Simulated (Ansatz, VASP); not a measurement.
# Zr (Zirconium) in two plane-wave programs, part 2 of 2

One calculation is typed for both programs; each brings its own data sets. How far apart do they land? The cell is taken from a series of runs on this material, whose earlier steps may have relaxed, scaled, displaced or heated it; both programs get it as it stands.

VASP 6.6.1 and Ansatz 0.2.0.

So far: The starting structure; VASP: zone-centre phonons, PBE.

## (3) Ansatz: zone-centre phonons, PBE

Level of this step: Ansatz beside VASP: Kohn-Sham DFT, plane waves, PBE (Ansatz).

Ansatz runs on its default PAW (the set named soft_2) files.

The same cell, functional, mesh and smearing now go to Ansatz, which takes its cutoff from its data sets.

input.yaml

```yaml
crystal:
  lattice:
    - [3.2345839505, 0.0, 0.0]
    - [-1.6172919752, 2.8012318718, 0.0]
    - [0.0, 0.0, 5.1640863794]
  atoms:
    - { symbol: Zr, position: [0.3333333333, 0.6666666667, 0.25] }
    - { symbol: Zr, position: [0.6666666667, 0.3333333333, 0.75] }
kpoints:
  mp_grid: { grid: [9, 9, 6] }
hamiltonian:
  xc: pbe
scf:
  occupations: { method: methfessel_paxton, width: 0.2 }
output:
  eigenvalues: true
phonons:
  method: dfpt
  qmesh: [3, 3, 2]
  temperatures: { t_max: 1000, t_step: 50 }
  qpath:
    path:
      - [[0.0, 0.0, 0.0], [0.5, 0.0, 0.0], [0.33333333, 0.33333333, 0.0], [0.0, 0.0, 0.0], [0.0, 0.0, 0.5], [0.5, 0.0, 0.5], [0.33333333, 0.33333333, 0.5], [0.0, 0.0, 0.5]]
      - [[0.5, 0.0, 0.5], [0.5, 0.0, 0.0]]
      - [[0.33333333, 0.33333333, 0.5], [0.33333333, 0.33333333, 0.0]]
    npoints: 10
  electrical_resistivity:
    mesh: [18, 18, 8]
    temperatures: [20.0, 50.0, 80.0, 100.0, 150.0, 200.0, 273.0, 300.0, 400.0, 500.0, 600.0, 800.0]
  superconductivity: { mesh: [18, 18, 8] }
```

Launch:

```
$ ansatz run input.yaml --threads 4 --pin off --max-ram 10240MiB --backend cpu --events-out ev --progress --plain --runs-dir out
```

Numbers of over 12 decimals in the logs are rounded to 6 here.

The program printed:

```text
Engine: ansatz 0.2.0, x86_64-unknown-linux-gnu
Pseudopotentials: kind: paw
Pseudopotential: Zr, paw, valence charge 12, recommended cutoff 420 eV (normal), Zr.paw.azcp
Functional definition: PBE
  parameter kappa = 0.804
  parameter beta = 0.066725
  exchange = pbe_x(kappa = kappa, mu = beta*pi^2/3)
  correlation = pbe_c(beta = beta)
Crystal: 2 atoms, lattice volume = 46.791 Å³
Basis set: ecut = 420 eV, 941 PW (Γ), exchange–correlation on 48×48×72 points (8 copies of the dense FFT grid, shifted against one another)
Bands: 16, of which v1, the nominal top of the filled ones, is band 12 counted from 1 (11 counted from 0)
Symmetry: 24 space group operations
k-points: 48 of 486
Non-local potential: Zr, projectors of the file, l = 0: 3, l = 1: 2, l = 2: 2, l = 3: 2
PAW form: soft (Blöchl's): semilocal exchange-correlation on the pseudo side does not see the compensation charge
PAW one-centre angular grid: Zr, 590 points (default); XC on 64 Gauss nodes
Initial density: superposition of atomic densities (neutral atoms: chi_scale 0, normalization atom), corrected by the library's trained network
Initial wavefunctions: pseudopotential atomic-orbital guess
Functional: x = pbe(κ = 0.804, μ = 0.219515), c = pbe(β = 0.066725)
SCF iter   1: F=—  HF=-8367.676581 eV  |F-HF|=—  |Δ(HF+E_count)|=         —  Δρ=3.29e-3  dr2=2.49e-3  ethr=1.77e-3  ⟨swp⟩=4.9  Hψ=7040  notcnv=0
automatic band count: the SCF goes on with 20 bands, as 16 were too few: they end inside the smearing window of the response
preconditioner: auto → Kerker (q_TF=auto, 2.441 Å⁻¹)  [metal: Δε(μ)=0.024 eV  Ē_g=4.899 eV  σ=0.200 eV  W_gap=0.10  n_scr=10 (ndim 8)  ℏωp=15.4 eV  f_vac=0.000  D(μ)=1.74/eV (n_scr^D=22)]
SCF iter   2: F=—  HF=-8367.675498 eV  |F-HF|=—  |Δ(HF+E_count)|=   1.08e-3  S|Δr|=    0.00e0  Δρ=1.96e-3  dr2=9.56e-4  ethr=1.04e-5  ⟨swp⟩=2.3  Hψ=1775  notcnv=0
SCF iter   3: F=—  HF=-8367.675733 eV  |F-HF|=—  |Δ(HF+E_count)|=   2.35e-4  S|Δr|=    0.00e0  Δρ=2.86e-4  dr2=2.57e-5  ethr=3.98e-6  ⟨swp⟩=2.5  Hψ=1328  notcnv=0
SCF iter   4: F=—  HF=-8367.675728 eV  |F-HF|=—  |Δ(HF+E_count)|=   4.33e-6  S|Δr|=    0.00e0  Δρ=8.12e-5  dr2=2.79e-6  ethr=1.07e-7  ⟨swp⟩=2.7  Hψ=1415  notcnv=0
SCF iter   5: F=—  HF=-8367.675728 eV  |F-HF|=—  |Δ(HF+E_count)|=   6.92e-8  S|Δr|=    0.00e0  Δρ=1.28e-5  dr2=4.81e-8  ethr=1.16e-8  ⟨swp⟩=2.3  Hψ=1193  notcnv=0
SCF iter   6: F=—  HF=-8367.675729 eV  |F-HF|=—  |Δ(HF+E_count)|=   1.02e-8  S|Δr|=    0.00e0  Δρ=2.15e-6  dr2=1.59e-9  ethr=2.00e-10  ⟨swp⟩=2.6  Hψ=1461  notcnv=0
SCF iter   7: F=—  HF=-8367.675729 eV  |F-HF|=—  |Δ(HF+E_count)|=  3.64e-11  S|Δr|=    0.00e0  Δρ=2.37e-7  dr2=2.16e-11  ethr=6.64e-12  ⟨swp⟩=2.4  Hψ=1461  notcnv=0
SCF iter   8: F=-8367.675729 eV  HF=-8367.675729 eV  |F-HF|=3.64e-12  |Δ(HF+E_count)|=  3.64e-12  S|Δr|=    0.00e0  Δρ=4.94e-8  dr2=1.02e-12  ethr=1.00e-12  ⟨swp⟩=7.6  Hψ=3738  notcnv=0
SCF 1 converged in 8 iterations: F = -8367.675729 eV  dr2 = 1.02e-12
  greatest PAW one-centre occupation: 0.996 electrons in one spin orbital (limit 2), on the Zr atom at site 1 (counted from 0), in its partial waves of l = 0
NSCF: frozen V_eff on 48 k-points
NSCF: frozen V_eff on 100 k-points
DFPT response loops at q = (0, 0, 0) (fractional): preconditioner auto → Kerker (q_TF=auto, 2.441 Å⁻¹) (partly filled bands, converged f_vac=0.000); β = 1.00, the filter's whole step (`scf.mixing.beta` (0.50) is not read by the response loops under this deck's `scf.mixing.preconditioner`; to damp them name `kerker` or `kerker_dos`, under which they read `scf.mixing.beta`, and type it under 1.00, their step now; both keys bind the ground state too); Broyden in place of MSR1
NSCF: frozen V_eff on 200 k-points
DFPT response loops at q = (0, 0, -0.5) (fractional): mixed as the last ones told, above
NSCF: frozen V_eff on 360 k-points
DFPT response loops at q = (0, 0.333333, 0) (fractional): mixed as the last ones told, above
NSCF: frozen V_eff on 360 k-points
DFPT response loops at q = (0, 0.333333, -0.5) (fractional): mixed as the last ones told, above
NSCF: frozen V_eff on 360 k-points
DFPT response loops at q = (0.333333, 0.333333, 0) (fractional): mixed as the last ones told, above
NSCF: frozen V_eff on 360 k-points
DFPT response loops at q = (0.333333, 0.333333, -0.5) (fractional): mixed as the last ones told, above
Bands: 20, of which v1, the nominal top of the filled ones, is band 12 counted from 1 (11 counted from 0)
SCF iter   1: F=—  HF=-8367.676581 eV  |F-HF|=—  |Δ(HF+E_count)|=         —  Δρ=3.29e-3  dr2=2.49e-3  ethr=1.77e-3  ⟨swp⟩=4.9  Hψ=3920  notcnv=0
SCF iter   2: F=—  HF=-8367.675498 eV  |F-HF|=—  |Δ(HF+E_count)|=   1.08e-3  S|Δr|=    0.00e0  Δρ=1.96e-3  dr2=9.56e-4  ethr=1.04e-5  ⟨swp⟩=2.3  Hψ=1775  notcnv=0
[...]
q = [0.0000, 0.3333, 0.0000] (star 6, 3 solved perturbations on 180 of 486 k-point pairs; hermiticity 9.88e-9, symmetrization 3.31e-10): 66.27 74.37 142.66 150.51 157.49 167.97
  q = [0.0000, 0.3333, -0.5000] (star 6, 3 solved perturbations on 180 of 486 k-point pairs; hermiticity 9.88e-9, symmetrization 4.29e-9): 111.22 111.22 114.71 114.71 174.47 174.47
  q = [0.3333, 0.3333, 0.0000] (star 2, 2 solved perturbations in 256 linear systems a pass and spin channel, the states on 180 of 486 k-point pairs; hermiticity 3.10e-9, symmetrization 1.55e-9): 123.31 123.31 141.18 141.18 144.23 201.22
[...]
100.00      1.2139e1              no      1.2592e1      1.2592e1      1.1234e1        1.2673e1          1.1632e1
    150.00      2.0940e1              no      2.1674e1      2.1674e1      1.9471e1        2.1516e1          2.0087e1
    200.00      2.9425e1              no      3.0422e1      3.0422e1      2.7431e1        3.0257e1          2.8257e1
    273.00      4.1501e1              no      4.2808e1      4.2808e1      3.8889e1        4.3120e1          3.9899e1
    300.00      4.5896e1              no      4.7286e1      4.7286e1      4.3115e1        4.7957e1          4.4138e1
    400.00      6.1837e1              no      6.3363e1      6.3363e1      5.8786e1        6.6382e1          5.9526e1
    500.00      7.7260e1              no      7.8631e1      7.8631e1      7.4519e1        8.5592e1          7.4421e1
    600.00      9.2219e1              no      9.3169e1      9.3169e1      9.0318e1        1.0541e2          8.8871e1
    800.00      1.2120e2              no      1.2072e2      1.2072e2      1.2217e2        1.4609e2          1.1688e2
  mean free path at 20 K (of a tensor a third of its trace): 1552 nm by what each carries, 1115 by the Fermi surface alone
  Hall coefficient in a weak field at 20 K (a third of the trace): 1.588e-10 m³/C (as a tensor it moves by 35.5 % between the two finest meshes); by each state's relaxation time: (none: it, or that of a finer mesh, parts from a neighbouring mesh's by over half of the finer one's); by a constant relaxation time: -7.933e-12 m³/C
  mean free path at 50 K (of a tensor a third of its trace): 53.4 nm by what each carries, 43.1 by the Fermi surface alone
  Hall coefficient in a weak field at 50 K (a third of the trace): 6.841e-11 m³/C (as a tensor it moves by 29.8 % between the two finest meshes); by each state's relaxation time: 3.416e-11 m³/C; by a constant relaxation time: -1.150e-11 m³/C
  mean free path at 80 K (of a tensor a third of its trace): 19.1 nm by what each carries, 16.4 by the Fermi surface alone
  Hall coefficient in a weak field at 80 K (a third of the trace): 3.776e-11 m³/C (as a tensor it moves by 27.4 % between the two finest meshes); by each state's relaxation time: 1.730e-11 m³/C; by a constant relaxation time: -1.340e-11 m³/C
  mean free path at 100 K (of a tensor a third of its trace): 13.1 nm by what each carries, 11.5 by the Fermi surface alone
  Hall coefficient in a weak field at 100 K (a third of the trace): 3.150e-11 m³/C (as a tensor it moves by 27.2 % between the two finest meshes); by each state's relaxation time: 1.391e-11 m³/C; by a constant relaxation time: -1.434e-11 m³/C
  mean free path at 150 K (of a tensor a third of its trace): 7.50 nm by what each carries, 6.65 by the Fermi surface alone
  Hall coefficient in a weak field at 150 K (a third of the trace): 2.461e-11 m³/C (as a tensor it moves by 27.5 % between the two finest meshes); by each state's relaxation time: 9.338e-12 m³/C; by a constant relaxation time: -1.639e-11 m³/C
  mean free path at 200 K (of a tensor a third of its trace): 5.31 nm by what each carries, 4.73 by the Fermi surface alone
  Hall coefficient in a weak field at 200 K (a third of the trace): 1.971e-11 m³/C (as a tensor it moves by 28.2 % between the two finest meshes); by each state's relaxation time: 5.062e-12 m³/C; by a constant relaxation time: -1.855e-11 m³/C
  mean free path at 273 K (of a tensor a third of its trace): 3.77 nm by what each carries, 3.35 by the Fermi surface alone
  Hall coefficient in a weak field at 273 K (a third of the trace): 1.228e-11 m³/C (as a tensor it moves by 29.2 % between the two finest meshes); by each state's relaxation time: -2.219e-12 m³/C; by a constant relaxation time: -2.205e-11 m³/C
  mean free path at 300 K (of a tensor a third of its trace): 3.42 nm by what each carries, 3.03 by the Fermi surface alone
  Hall coefficient in a weak field at 300 K (a third of the trace): 9.326e-12 m³/C (as a tensor it moves by 29.7 % between the two finest meshes); by each state's relaxation time: -5.219e-12 m³/C; by a constant relaxation time: -2.341e-11 m³/C
  mean free path at 400 K (of a tensor a third of its trace): 2.58 nm by what each carries, 2.25 by the Fermi surface alone
  Hall coefficient in a weak field at 400 K (a third of the trace): -3.036e-12 m³/C (as a tensor it moves by 30.6 % between the two finest meshes); by each state's relaxation time: -1.793e-11 m³/C; by a constant relaxation time: -2.857e-11 m³/C
  mean free path at 500 K (of a tensor a third of its trace): 2.11 nm by what each carries, 1.81 by the Fermi surface alone
  Hall coefficient in a weak field at 500 K (a third of the trace): -1.706e-11 m³/C (as a tensor it moves by 30.9 % between the two finest meshes); by each state's relaxation time: -3.223e-11 m³/C; by a constant relaxation time: -3.360e-11 m³/C
  mean free path at 600 K (of a tensor a third of its trace): 1.81 nm by what each carries, 1.51 by the Fermi surface alone
  Hall coefficient in a weak field at 600 K (a third of the trace): -3.177e-11 m³/C (as a tensor it moves by 31.0 % between the two finest meshes); by each state's relaxation time: -4.694e-11 m³/C; by a constant relaxation time: -3.802e-11 m³/C
  mean free path at 800 K (of a tensor a third of its trace): 1.44 nm by what each carries, 1.16 by the Fermi surface alone
  Hall coefficient in a weak field at 800 K (a third of the trace): -5.645e-11 m³/C (as a tensor it moves by 31.4 % between the two finest meshes); by each state's relaxation time: -7.105e-11 m³/C; by a constant relaxation time: -4.270e-11 m³/C
  the resistivity times a path that all electrons share, by the Fermi surface of the deck's mesh alone (a third of the trace): 1.400e-15 Ω·m²
  not converged in the mesh (λ; λ_tr; the resistivity at 20 K by 33.40 %; the resistivity at 50 K by 24.25 %; the resistivity at 80 K by 22.38 %; the resistivity at 100 K by 21.71 %; the resistivity at 150 K by 20.74 %; the resistivity at 200 K by 19.85 %; the resistivity at 273 K by 18.69 %; the resistivity at 300 K by 18.42 %; the resistivity at 400 K by 17.23 %; the resistivity at 500 K by 16.43 %; the resistivity [...]
  vibrations of 18 cells: unjudged by the run; compare a larger repeat
  the changes of the potential over all sites missed a rigid shift's by 0.00 % (the site terms' by 0.00 %)
  at the force constants' own smearing the fine mesh and the k-points of their solves give squared frequencies that differ by 16.1 % of the larger at the most, at (0, 0, 0)
[the section on superconductivity is kept apart]
```

In the SCF lines HF is the Harris–Foulkes energy and dr2 the Hartree energy of the density residual, in eV; the loop may stop once dr2 is under the threshold and the program's other checks hold. Hψ counts applications of the Hamiltonian.

## (4) Comparison

Known differences besides the potentials themselves: VASP's run holds the zone centre alone; the cutoff is 420 eV in Ansatz and 500 eV in VASP. Total energies have different zeros and are not compared.

Compared:

```tsv
quantity	Ansatz	VASP	difference
optical mode 1 to 2 (cm⁻¹)	70.6	71.3	-0.94 %
optical mode 3 (cm⁻¹)	163.0	162.9	+0.07 %
```

Modes are paired by rising frequency, not by their patterns, so a pair may set unlike modes beside each other; they are those without the splitting of longitudinal modes.

## (5) Outcome

| Item | Value |
| --- | --- |
| r.m.s. difference of the optical zone-centre modes, each program's sorted by frequency (zone-centre phonons, PBE) | 0.55 cm⁻¹ |
| difference in optical mode 1 to 2 (zone-centre phonons, PBE) | -0.9 % |

The r.m.s. difference of the optical zone-centre modes, each program's sorted by frequency is 0.55 cm⁻¹ (zone-centre phonons, PBE). Among the rows given in per cent, the largest difference of the zone-centre phonons, PBE pair is in optical mode 1 to 2, -0.9 %. Such differences can come from data sets, numerical settings and the points named under the comparisons, not from the functional's error against experiment.

[Lines on the potential files, build, host, timing and source positions are cut from VASP's logs without a mark.]

[Logs are printed without paths, hosts, clocks, repeated set-up lines and the standing remarks that a program may print on its own settings, such as how far it seeks lower states.]

[Hosts, paths, dates, database ids (printed as entryN), source tags and the programs' standing remarks are cut or masked in the printed files.]
